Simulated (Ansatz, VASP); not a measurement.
**SrMg: VASP beside Ansatz**

```
Sr Mg
1.0
     4.06036    0.00000    0.00000
     0.00000    4.06036    0.00000
     0.00000    0.00000    4.06036
Sr Mg
1 1
Cartesian
  2.0302 2.0302 2.0302
  0.0000 0.0000 0.0000
```

Alike in both runs: functional LDA; k mesh 10 × 10 × 10; occupations gaussian, width 0.1 eV; no spin polarisation.

Ansatz relaxed the structure, and its values are those at the end. VASP's run is a single point on that final structure, the one shown.

```csv
,VASP,Ansatz
version,VASP 6.6.1,Ansatz 0.2.0
potentials or method,"VASP PAW LDA potentials, release 64 (Sr_sv, Mg)","scalar-relativistic, plane waves, PAW"
plane-wave cutoff (eV),520,420
valence electrons in the cell,12,20
```

```csv
,VASP,Ansatz,Ansatz less VASP
gap on the k mesh at the Fermi level (eV),none,none,-
pressure (GPa),-0.2,0.0,+0.18
```

A gap of «none» marks a metal or a gap that the smearing closes. The two sets of potentials don't hold the same shells in valence.
